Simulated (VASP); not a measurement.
NbAs:

```
Nb As
1.0
    -1.72585    1.72585    5.84000
     1.72585   -1.72585    5.84000
     1.72585    1.72585   -5.84000
Nb As
2 2
Direct
  0.00000 0.00000 0.00000
  0.75000 0.25000 0.50000
  0.41600 0.41600 0.00000
  0.16600 0.66600 0.50000
```

```yaml
Program: VASP 6.6.1
Task: relaxation of cell and atoms
Functional: PBE
Potentials_or_basis: VASP PAW PBE potentials, release 64 (Nb_sv, As)
Cutoff: 520 eV
k_mesh: 18 × 18 × 18
Occupations: gaussian, width 0.1 eV
Spin: no spin polarisation
```

At the start: pressure 3.3 GPa; volume 17.39 Å³/atom.

Task: Where does the relaxation end?

Result: Over 3 steps the energy falls by 4.6 meV/atom and the volume is 17.77 Å³/atom (+2.2 %); space group I4_1md (No. 109, to 0.05 Å).

The path:
```
step  energy change (eV)  largest force (eV/Å)  pressure (GPa)  volume (Å³)
   1              0.0000                0.2966            3.28        69.58
   2              0.0169                0.0605           -4.93        73.23
   3             -0.0185                0.1317           -0.38        71.08
```

Final structure:
```
CELL_PARAMETERS angstrom
-1.73735 1.73735 5.88690
1.73735 -1.73735 5.88690
1.73735 1.73735 -5.88690
ATOMIC_POSITIONS crystal
Nb 0.99948 0.99948 0.00000
Nb 0.74948 0.24948 0.50000
As 0.41652 0.41652 0.00000
As 0.16652 0.66652 0.50000
```
